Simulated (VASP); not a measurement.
Output of a VASP run:

OUTCAR:
```
 ion  position               nearest neighbor table
   1  0.000  0.000  0.000-
  LATTYP: Found a body centered tetragonal cell.
 ALAT       =     3.2854601416
 C/A-ratio  =     1.5427874756
 Subroutine PRICEL returns:
 Original cell was already a primitive cell.
 Subroutine GETGRP returns: Found 16 space group operations
The static configuration has the point symmetry D_4h.
The dynamic configuration has the point symmetry D_4h.
 Subroutine INISYM returns: Found 16 space group operations
 Subroutine IBZKPT returns following result:
 Found    405 irreducible k-points:

 Following reciprocal coordinates:
            Coordinates               Weight
  0.000000  0.000000  0.000000      1.000000
  0.058824 -0.000000  0.000000      8.000000
  0.117647 -0.000000  0.000000      8.000000
  0.176471 -0.000000  0.000000      8.000000
  0.235294 -0.000000  0.000000      8.000000
  0.294118 -0.000000  0.000000      8.000000
  0.352941 -0.000000  0.000000      8.000000
  0.411765 -0.000000  0.000000      8.000000
  0.470588 -0.000000  0.000000      8.000000
  0.058824  0.058824  0.000000      8.000000
  0.117647  0.058824  0.000000     16.000000
  0.176471  0.058824  0.000000     16.000000
  0.235294  0.058824  0.000000     16.000000
  0.294118  0.058824  0.000000     16.000000
  0.352941  0.058824  0.000000     16.000000
  0.411765  0.058824  0.000000     16.000000
  0.470588  0.058824  0.000000     16.000000
 -0.470588  0.058824 -0.000000     16.000000
 -0.411765  0.058824 -0.000000     16.000000
 -0.352941  0.058824 -0.000000     16.000000
 -0.294118  0.058824 -0.000000     16.000000
 -0.235294  0.058824 -0.000000     16.000000
 -0.176471  0.058824 -0.000000     16.000000
 -0.117647  0.058824  0.000000     16.000000
 -0.058824  0.058824  0.000000      4.000000
  0.117647  0.117647  0.000000      8.000000
  0.176471  0.117647  0.000000     16.000000
  0.235294  0.117647  0.000000     16.000000
  0.294118  0.117647  0.000000     16.000000
  0.352941  0.117647  0.000000     16.000000
  0.411765  0.117647  0.000000     16.000000
  0.470588  0.117647  0.000000     16.000000
 -0.470588  0.117647 -0.000000     16.000000
 -0.411765  0.117647 -0.000000     16.000000
 -0.352941  0.117647 -0.000000     16.000000
 -0.294118  0.117647  0.000000     16.000000
 -0.235294  0.117647  0.000000     16.000000
 -0.176471  0.117647 -0.000000     16.000000
 -0.117647  0.117647  0.000000      4.000000
  0.176471  0.176471  0.000000      8.000000
   k-points           NKPTS =    405   k-points in BZ     NKDIM =    405   number of bands    NBANDS=     10
   number of dos      NEDOS =    601   number of ions     NIONS =      1
   total plane-waves  NPLWV =  21952
   dimension x,y,z NGX =    28 NGY =   28 NGZ =   28
   dimension x,y,z NGXF=    56 NGYF=   56 NGZF=   56
   ions per type =               1
   PREC   = accura    normal or accurate (medium, high low for compatibility)
   ISTART =      0    job   : 0-new  1-cont  2-samecut
   ICHARG =      2    charge: 1-file 2-atom 10-const
   ISPIN  =      1    spin polarized calculation?
   LNONCOLLINEAR =      F non collinear calculations
   LSORBIT =      F    spin-orbit coupling
   INIWAV =      1    electr: 0-lowe 1-rand  2-diag
   ENCUT  =  520.0 eV  38.22 Ry    6.18 a.u.   6.39  6.39  6.39*2*pi/ulx,y,z
   NELM   =    100;   NELMIN=  2; NELMDL= -5     # of ELM steps
   EDIFF  = 0.1E-06   stopping-criterion for ELM
   LREAL  =      F    real-space projection
   NLSPLINE    = F    spline interpolate recip. space projectors
   LMAXMIX     =    4 max onsite mixed and CHGCAR
   VOSKOWN=      0    Vosko Wilk Nusair interpolation
   EDIFFG = 0.1E-05   stopping-criterion for IOM
   NSW    =      0    number of steps for IOM
   NBLOCK =      1;   KBLOCK =      1    inner block; outer block
   IBRION =     -1    ionic relax: 0-MD 1-quasi-New 2-CG
...
```

**OSZICAR**
```
       N       E                     dE             d eps       ncg     rms          rms(c)
DAV:   1     0.704150326638E+02    0.70415E+02   -0.65189E+03  8132   0.160E+03
DAV:   2     0.221368319560E+00   -0.70194E+02   -0.69335E+02  8200   0.288E+02
DAV:   3    -0.251734943822E+01   -0.27387E+01   -0.27283E+01  9338   0.651E+01
DAV:   4    -0.258088964453E+01   -0.63540E-01   -0.63539E-01 10200   0.101E+01
DAV:   5    -0.258373750603E+01   -0.28479E-02   -0.28490E-02  9978   0.175E+00    0.208E+00
DAV:   6    -0.256334682534E+01    0.20391E-01   -0.40555E-02  9366   0.437E+00    0.104E+00
DAV:   7    -0.255949404593E+01    0.38528E-02   -0.13024E-02  9490   0.230E+00    0.239E-01
DAV:   8    -0.255929041226E+01    0.20363E-03   -0.74912E-04  9678   0.549E-01    0.308E-02
DAV:   9    -0.255929622494E+01   -0.58127E-05   -0.14184E-05 10858   0.558E-02    0.120E-02
DAV:  10    -0.255929773208E+01   -0.15071E-05   -0.13342E-06  8722   0.140E-02    0.223E-03
DAV:  11    -0.255929786433E+01   -0.13226E-06   -0.61410E-08  5814   0.305E-03    0.983E-04
DAV:  12    -0.255929780407E+01    0.60260E-07   -0.20028E-08  4500   0.270E-03
   1 F= -.25592978E+01 E0= -.25592978E+01  d E =0.000000E+00
```

File OUTCAR:
```
------------------------ aborting loop because EDIFF is reached ----------------------------------------
  FORCE on cell =-STRESS in cart. coord.  units (eV):
  Direction    XX          YY          ZZ          XY          YZ          ZX
  --------------------------------------------------------------------------------------
  Total        0.0527113      0.0527113     -0.0046233      0.0000000      0.0000000      0.0000000
  in kB        3.0870937      3.0870937     -0.2707697      0.0000000      0.0000000      0.0000000
  external PRESSURE =       1.9678059 kB  Pullay stress =       0.0000000 kB
  volume of cell :       27.36
      direct lattice vectors                 reciprocal lattice vectors
    -1.642730071  1.642730071  2.534383379     0.000000000  0.304371369  0.197286647
     1.642730071 -1.642730071  2.534383379     0.304371369  0.000000000  0.197286647
     1.642730071  1.642730071 -2.534383379     0.304371369  0.304371369  0.000000000
 POSITION                                       TOTAL-FORCE (eV/Angst)
 -----------------------------------------------------------------------------------
      0.00000      0.00000      0.00000         0.000000     -0.000000      0.000000
 -----------------------------------------------------------------------------------
    total drift:                               -0.000000     -0.000000     -0.000000
  FREE ENERGIE OF THE ION-ELECTRON SYSTEM (eV)
  ---------------------------------------------------
  free  energy   TOTEN  =        -2.5592978041 eV

  energy  without entropy=       -2.5592978041  energy(sigma->0) =       -2.55929780

 total charge

# of ion       s       p       d       tot
------------------------------------------
    1        1.005   0.468   9.846  11.319
```
(Selected blocks of OUTCAR.)

**POSCAR**
```
In
1
   -1.6427300708     1.6427300708     2.5343833791
    1.6427300708    -1.6427300708     2.5343833791
    1.6427300708     1.6427300708    -2.5343833791
In
1
Direct
  0.0000000000   0.0000000000   0.0000000000
```

Problem. Reconstruct the remaining input files.

Solution. One answer among several that fit: the input of the run itself, PBE GGA, plane waves, VASP's PBE PAW potentials (set 64).

**INCAR**
```
SYSTEM = In
PREC = Accurate
ENCUT = 520
EDIFF = 1E-7
NELM = 100
ALGO = Normal
LREAL = .FALSE.
LASPH = .TRUE.
ISMEAR = -5
GGA = PE
LMAXMIX = 4
LWAVE = .FALSE.
LCHARG = .TRUE.
LORBIT = 11
NEDOS = 601
ISIF = 2
```

KPOINTS:
```
Automatic mesh
0
Gamma
  17 17 17
0 0 0
```

POTCAR, in this order: In_d (PBE.64 set). Program: vasp_std.

For a metal the tetrahedron method with Blöchl corrections gives inexact stress and forces.

The compound is In in the bct structure. It was relaxed first.
